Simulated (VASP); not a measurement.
Input for VASP

POSCAR:
```
InSb
1
    0.0000000000     3.3048000000     3.3048000000
    3.3048000000     0.0000000000     3.3048000000
    3.3048000000     3.3048000000     0.0000000000
In Sb
1 1
Direct
  0.0000000000   0.0000000000   0.0000000000
  0.2500000000   0.2500000000   0.2500000000
```

**INCAR**
```
SYSTEM = InSb
PREC = Accurate
ENCUT = 400
EDIFF = 1E-6
NELM = 100
ALGO = Normal
LREAL = .FALSE.
LASPH = .TRUE.
ISMEAR = 0
SIGMA = 0.05
GGA = PE
LMAXMIX = 4
LWAVE = .FALSE.
LCHARG = .FALSE.
ISIF = 2
ISPIN = 2
MAGMOM = 1.0 1.0 1.0
```

File KPOINTS:
```
Automatic mesh
0
Gamma
5 5 5
0 0 0
```

POTCAR, in this order: In_d Sb (PBE.64 set). Program: vasp_std.

One choice in this input is risky. Which, and does it do harm here?

The risk: MAGMOM holds more values than there are atoms. Here it does no harm: the run (PBE GGA, plane waves, VASP's PBE PAW potentials (set 64)) converges to the same energy and pressure as with the safe setting.
OSZICAR:
```
       N       E                     dE             d eps       ncg     rms          rms(c)
DAV:   1     0.103174524667E+03    0.10317E+03   -0.68860E+03   560   0.103E+03
DAV:   2    -0.126236602628E-01   -0.10319E+03   -0.10051E+03   590   0.269E+02
DAV:   3    -0.653899698518E+01   -0.65264E+01   -0.65010E+01   716   0.773E+01
DAV:   4    -0.670670368999E+01   -0.16771E+00   -0.16764E+00   712   0.143E+01
DAV:   5    -0.671267718231E+01   -0.59735E-02   -0.59733E-02   822   0.206E+00    0.667E+00
DAV:   6    -0.689255169090E+01   -0.17987E+00   -0.24293E-01   684   0.671E+00    0.290E+00
DAV:   7    -0.690173720315E+01   -0.91855E-02   -0.70369E-02   572   0.246E+00    0.156E+00
DAV:   8    -0.689980449905E+01    0.19327E-02   -0.14551E-02   652   0.951E-01    0.773E-01
DAV:   9    -0.690010155289E+01   -0.29705E-03   -0.23739E-03   578   0.369E-01    0.234E-01
DAV:  10    -0.690074923157E+01   -0.64768E-03   -0.84922E-04   598   0.269E-01    0.823E-02
DAV:  11    -0.690098148031E+01   -0.23225E-03   -0.19051E-04   638   0.108E-01    0.384E-02
DAV:  12    -0.690106294185E+01   -0.81462E-04   -0.51187E-05   632   0.605E-02    0.200E-02
DAV:  13    -0.690109145906E+01   -0.28517E-04   -0.22031E-05   614   0.267E-02    0.893E-03
DAV:  14    -0.690109792447E+01   -0.64654E-05   -0.83120E-06   596   0.211E-02    0.447E-03
DAV:  15    -0.690109854481E+01   -0.62034E-06   -0.59520E-07   542   0.614E-03
   1 F= -.69010985E+01 E0= -.69007900E+01  d E =-.617049E-03  mag=     0.0000
```

The compound is InSb in the zinc blende structure. The cell was not relaxed at this level.
